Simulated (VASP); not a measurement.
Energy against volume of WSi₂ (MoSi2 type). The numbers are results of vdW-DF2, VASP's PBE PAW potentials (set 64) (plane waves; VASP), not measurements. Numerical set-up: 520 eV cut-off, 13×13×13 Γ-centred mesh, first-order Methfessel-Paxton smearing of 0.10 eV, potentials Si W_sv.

Shape and ions are relaxed at each volume.

| V (Å³/atom) | E (eV/atom) |
|---|---|
| 14.041 | -5.20444 |
| 14.475 | -5.21229 |
| 14.909 | -5.20589 |
| 15.344 | -5.18755 |

Q: Fit these four points and predict the energy of the run at 13.607 Å³/atom.

A: A cubic in V^(−2/3), the third-order Birch-Murnaghan form, passes through the four points with V0 = 14.48 Å³/atom and B0 = 174 GPa, and gives -5.1795 eV/atom there. The run gave -5.1796 eV/atom, -0.1 meV/atom from the fit; all five points give B0 = 174 GPa.

The compound is WSi2 in the MoSi2 type structure. It was relaxed first, which changed the volume by +8 %.
